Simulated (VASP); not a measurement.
## HgMg$_{3}$Te$_{4}$ (ordered alloy cell): computed properties

Computed with PBEsol GGA, VASP's PBE PAW potentials (set 64) (plane waves; VASP).

| Property | Value |
|---|---|
| space group | R3m (160) |
| cell | a = 4.578 Å, b = 4.578 Å, c = 44.586 Å, α = 90.00°, β = 90.00°, γ = 120.00° |
| volume per atom | 33.71 Å³/atom |
| band gap (over mesh and band path) | 0.69 eV |
| smallest direct gap (over mesh and band path) | 0.69 eV |
| band-edge character | direct, Γ to Γ |
| density | 4.83 g/cm³ |

HgMg$_{3}$Te$_{4}$ has the trigonal space group R3m, hexagonal axes (No. 160), Pearson symbol hR8. Lattice parameters: a = b = 4.578 Å, c = 44.586 Å, α = β = 90.00°, γ = 120.00°. Mg1 on 3a has 4 Te at 2.792 Å (tetrahedral). Mg2 on 3a is coordinated by 4 Te at 2.794–2.796 Å (tetrahedral). Mg3 on 3a is coordinated by 4 Te at 2.786–2.798 Å (tetrahedral). Te1 on 3a has 4 Mg at 2.792 Å (tetrahedral). Te2 on 3a has 4 Mg at 2.796 Å (tetrahedral). Te3 on 3a is surrounded by 3 Mg at 2.786 Å and 1 Hg at 2.820 Å (tetrahedral). Te4 on 3a is surrounded by 1 Mg at 2.793 Å and 3 Hg at 2.812 Å (tetrahedral). Hg on 3a has 4 Te at 2.812–2.820 Å (tetrahedral). (Neighbours: up to the widest gap in distance over summed covalent radii, below 1.35, at either atom; cation-cation and far metal-metal contacts left out.)
(The calculation used a cell of 8 atoms; values per cell refer to that cell.)

Unless said otherwise, spin-orbit coupling is left out, though it shifts the bands of the heavy elements here.

The structure was generated: HgMg3Te4 was put into an ordered model structure (R3m), which need not be its known phase. It was relaxed first. Symmetry was kept, so distortions that lower it aren't found.
